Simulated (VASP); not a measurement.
Given:

```
CELL_PARAMETERS angstrom
      0.00000     2.01524     2.01524
      2.01524     0.00000     2.01524
      2.01524     2.01524     0.00000
ATOMIC_POSITIONS crystal
  Li 0.00000 0.00000 0.00000
  H  0.50000 0.50000 0.50000
```

Computed with PBE GGA with D4 dispersion, VASP's PBE PAW potentials (set 64) (plane waves; VASP). Numerical set-up: 520 eV cut-off, 11×11×11 Γ-centred mesh, Gaussian smearing of 0.050 eV, potentials Li_sv H.

Q: Give the stress tensor in GPa (positive for a compressed cell).

A: 
```
-2.02   0.00   0.00
 0.00  -2.02   0.00
 0.00   0.00  -2.02
```
The pressure is its mean diagonal, -2.02 GPa.

The compound is LiH in the rock salt structure. This cell is one point of a volume scan, at 1.06 of the reference volume.
